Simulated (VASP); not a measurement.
VASP input:

**INCAR**
```
SYSTEM = Co
PREC = Accurate; ENCUT = 500; LREAL = .FALSE.
LASPH = .TRUE.
EDIFF = 1E-6; NELM = 100; ALGO = Normal
LMAXMIX = 4
ISMEAR = 1; SIGMA = 0.1
ISPIN = 2; MAGMOM = 2*1.5
IBRION = 2; NSW = 40; ISIF = 3
EDIFFG = -0.02; PSTRESS = 300
LWAVE = .FALSE.; LCHARG = .FALSE.; LORBIT = 10
```

### POSCAR
```
Co
1
    1.1758809461    -2.0366857719     0.0000000000
    1.1758809461     2.0366857719    -0.0000000000
   -0.0000000000     0.0000000000     3.7917353928
Co
2
Direct
  0.3333330000   0.6666670000   0.2500000000
  0.6666670000   0.3333330000   0.7500000000
```

### KPOINTS
```
Automatic mesh
0
Gamma
18 18 10
0 0 0
```

POTCAR, in this order: Co (LDA.64 set). Program: vasp_std.

Translate this LDA calculation to Ansatz.

One equivalent input (not run):
Ansatz 0.2 input:
```yaml
crystal:
  lattice:
    - [1.1758809, -2.0366858, 0.0000000]
    - [1.1758809, 2.0366858, 0.0000000]
    - [0.0000000, 0.0000000, 3.7917354]
  atoms:
    - { symbol: Co, position: [0.3333330, 0.6666670, 0.2500000], spin: 1.5 }
    - { symbol: Co, position: [0.6666670, 0.3333330, 0.7500000], spin: 1.5 }
kpoints:
  mp_grid: { grid: [18, 18, 10] }
hamiltonian:
  xc: lda
  pseudopotentials: { kind: paw }
magnetization: { spin_polarized: true }
scf:
  occupations: { method: methfessel_paxton, width: 0.1 }
  max_iter: 100
relax:
  max_steps: 40
  f_tol: 0.02
  cell: { p_target: 30 }
output: { forces: true, stress: true, eigenvalues: true }
```
What does not carry over: each code has its own PAW files, so the cut-off isn't converted (ENCUT is set for VASP's; basis.ecutwfc is left out, and Ansatz then takes the one that its files recommend); Ansatz stops its SCF on the density residual and VASP on the energy change (EDIFF); Ansatz's lda is the Perdew-Wang form, while the LDA potentials of VASP carry Perdew-Zunger's.

The compound is Co in the hcp structure. It was relaxed first under an external pressure of 30 GPa.
